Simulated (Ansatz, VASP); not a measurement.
# Two plane-wave programs on KHf

```
K Hf
1.0
     4.00644    0.00000    0.00000
     0.00000    4.00644    0.00000
     0.00000    0.00000    4.00644
K Hf
1 1
Cartesian
  0.0000 0.0000 0.0000
  2.0032 2.0032 2.0032
```

Alike in both runs: functional PBE; k mesh 14 × 14 × 14; occupations gaussian, width 0.1 eV; no spin polarisation.

Ansatz relaxed the structure, and its values are those at the end. VASP's run is a single point on that final structure, the one shown.

|  | VASP | Ansatz |
| --- | --- | --- |
| version | VASP 6.6.1 | Ansatz 0.2.0 |
| potentials or method | VASP PAW PBE potentials, release 64 (K_sv, Hf_pv) | scalar-relativistic, plane waves, PAW |
| plane-wave cutoff (eV) | 520 | 420 |
| valence electrons in the cell | 19 | 35 |

```tsv
	VASP	Ansatz	Ansatz less VASP
gap on the k mesh at the Fermi level (eV)	none	none	-
pressure (GPa)	0.0	0.0	+0.03
```

A gap of «none» marks a metal or a gap that the smearing closes. The functional is the same, so the differences come from potentials, cutoffs and numerics. The two sets of potentials don't hold the same shells in valence.

The runs have no spin-orbit coupling, so splittings on Hf are missing.
